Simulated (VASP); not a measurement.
These are PBE GGA, VASP's PBE PAW potentials (set 64) (plane waves; VASP) values and carry that method's errors.

A VASP calculation is set up with these files.

**INCAR**
```
ALGO  =  Normal
EDIFF  =  1E-7
EDIFFG  =  -0.01
ENCUT  =  520
GGA  =  PE
IBRION  =  2
ISIF  =  4
ISMEAR  =  0
ISPIN  =  2
LASPH  =  .True.
LCHARG  =  .False.
LMAXMIX  =  4
LORBIT  =  10
LREAL  =  .False.
LWAVE  =  .False.
MAGMOM  =  4.1 -4.1 0.0 0.0
NELM  =  100
NSW  =  30
PREC  =  Accurate
SIGMA  =  0.05
SYSTEM  =  MnS
```

**POSCAR**
```
MnS
1
    5.1787797787     2.5832301568     2.5832301568
    2.5832301568     5.1787797787     2.5832301568
    2.5832301568     2.5832301568     5.1787797787
Mn S
2 2
Direct
  0.0000000000   0.0000000000   0.0000000000
  0.5000000000   0.5000000000   0.5000000000
  0.2500000000   0.2500000000   0.2500000000
  0.7500000000   0.7500000000   0.7500000000
```

KPOINTS:
```
Automatic mesh
0
gamma
  7 7 7
0 0 0
```

POTCAR, in this order: Mn_pv S (PBE.64 set). Program: vasp_std.

The run wrote:

**OSZICAR**
```
       N       E                     dE             d eps       ncg     rms          rms(c)
DAV:   1     0.375308695629E+03    0.37531E+03   -0.21543E+04  4304   0.178E+03
DAV:   2     0.518783147694E+01   -0.37012E+03   -0.36551E+03  4111   0.476E+02
DAV:   3    -0.294465258131E+02   -0.34634E+02   -0.33863E+02  5902   0.132E+02
DAV:   4    -0.305831405152E+02   -0.11366E+01   -0.11121E+01  4783   0.222E+01
DAV:   5    -0.306082575525E+02   -0.25117E-01   -0.25110E-01  5059   0.389E+00    0.158E+01
DAV:   6    -0.284523620350E+02    0.21559E+01   -0.27085E+01  5398   0.476E+01    0.151E+01
DAV:   7    -0.284239770463E+02    0.28385E-01   -0.23524E+00  5015   0.177E+01    0.854E+00
DAV:   8    -0.284314456427E+02   -0.74686E-02   -0.29326E-01  5548   0.498E+00    0.421E+00
DAV:   9    -0.284214677332E+02    0.99779E-02   -0.51649E-02  5275   0.229E+00    0.384E-01
DAV:  10    -0.284236134063E+02   -0.21457E-02   -0.10356E-02  5080   0.657E-01    0.219E-01
DAV:  11    -0.284238175693E+02   -0.20416E-03   -0.74247E-04  4454   0.234E-01    0.122E-01
DAV:  12    -0.284238810275E+02   -0.63458E-04   -0.36912E-04  5102   0.975E-02    0.867E-02
DAV:  13    -0.284239075504E+02   -0.26523E-04   -0.29891E-05  4541   0.596E-02    0.437E-02
DAV:  14    -0.284239130913E+02   -0.55409E-05   -0.29095E-05  4601   0.445E-02    0.151E-02
DAV:  15    -0.284239149955E+02   -0.19042E-05   -0.16285E-06  4615   0.132E-02    0.437E-03
DAV:  16    -0.284239150974E+02   -0.10190E-06   -0.15294E-07  3326   0.315E-03    0.283E-03
DAV:  17    -0.284239150238E+02    0.73584E-07   -0.40219E-08  2626   0.176E-03
   1 F= -.28423915E+02 E0= -.28423915E+02  d E =-.284239E+02  mag=    -0.0000
       N       E                     dE             d eps       ncg     rms          rms(c)
DAV:   1    -0.284247243259E+02   -0.80923E-03   -0.32216E-02  4104   0.151E+00    0.202E-01
DAV:   2    -0.284243006146E+02    0.42371E-03   -0.78720E-04  4525   0.285E-01    0.118E-01
DAV:   3    -0.284241679626E+02    0.13265E-03   -0.15159E-04  5655   0.138E-01    0.633E-02
DAV:   4    -0.284241453248E+02    0.22638E-04   -0.48638E-05  5380   0.556E-02    0.177E-02
DAV:   5    -0.284241455812E+02   -0.25636E-06   -0.23512E-06  4433   0.152E-02    0.114E-02
DAV:   6    -0.284241457297E+02   -0.14858E-06   -0.17783E-07  4168   0.379E-03    0.446E-03
DAV:   7    -0.284241457428E+02   -0.13086E-07   -0.51810E-08  2983   0.226E-03
   2 F= -.28424146E+02 E0= -.28424146E+02  d E =-.230719E-03  mag=     0.0000
```

File OUTCAR:
```
------------------------ aborting loop because EDIFF is reached ----------------------------------------
  FORCE on cell =-STRESS in cart. coord.  units (eV):
  Direction    XX          YY          ZZ          XY          YZ          ZX
  --------------------------------------------------------------------------------------
  Total       -0.9758619     -0.9758619     -0.9758619     -0.0376959     -0.0376959     -0.0376959
  in kB      -22.4336383    -22.4336383    -22.4336383     -0.8665747     -0.8665747     -0.8665747
  external PRESSURE =     -22.4336383 kB  Pullay stress =       0.0000000 kB
  volume of cell :       69.69
      direct lattice vectors                 reciprocal lattice vectors
     5.174847825  2.577319834  2.577319834     0.288924351 -0.096057063 -0.096057063
     2.577319834  5.174847825  2.577319834    -0.096057063  0.288924351 -0.096057063
     2.577319834  2.577319834  5.174847825    -0.096057063 -0.096057063  0.288924351
 POSITION                                       TOTAL-FORCE (eV/Angst)
 -----------------------------------------------------------------------------------
      7.75217      7.75217      5.15464         0.000000     -0.000000     -0.000000
      5.16474      5.16474      5.16474        -0.000000      0.000000     -0.000000
      2.58237      2.58237      2.58237        -0.000000      0.000000      0.000000
      7.74712      7.74712      7.74712        -0.000000     -0.000000      0.000000
 -----------------------------------------------------------------------------------
    total drift:                               -0.000000     -0.000000     -0.000000
  FREE ENERGIE OF THE ION-ELECTRON SYSTEM (eV)
  ---------------------------------------------------
  free  energy   TOTEN  =       -28.4241457428 eV

  energy  without entropy=      -28.4241457428  energy(sigma->0) =      -28.42414574

 total charge

# of ion       s       p       d       tot
------------------------------------------
    1        0.212   6.161   4.954  11.326
    2        0.212   6.161   4.954  11.326
    3        1.326   2.410   0.000   3.736
    4        1.326   2.410   0.000   3.736
--------------------------------------------------
tot          3.075  17.143   9.907  30.125

 magnetization (x)

# of ion       s       p       d       tot
------------------------------------------
    1        0.019   0.015   4.150   4.184
    2       -0.019  -0.015  -4.150  -4.184
    3        0.000   0.000   0.000   0.000
    4        0.000   0.000   0.000   0.000
--------------------------------------------------
tot          0.000   0.000   0.000   0.000

 reached required accuracy - stopping structural energy minimisation
```
(Selected blocks of OUTCAR.)

CONTCAR:
```
MnS
   1.00000000000000
     5.1748478252793637    2.5773198344773176    2.5773198344773176
     2.5773198344773176    5.1748478252793637    2.5773198344773176
     2.5773198344773176    2.5773198344773176    5.1748478252793637
  Mn              S
     2     2
Direct
     1.0000000000000000    1.0000000000000000    0.0000000000000000
     0.5000000000000000    0.5000000000000000    0.5000000000000000
     0.2500000000000000    0.2500000000000000    0.2500000000000000
     0.7500000000000000    0.7500000000000000    0.7500000000000000
```

The compound is MnS in the rock salt, AFM-II order structure. This cell is one point of a volume scan, at 1.03 of the reference volume. Symmetry was kept, so distortions that lower it aren't found.
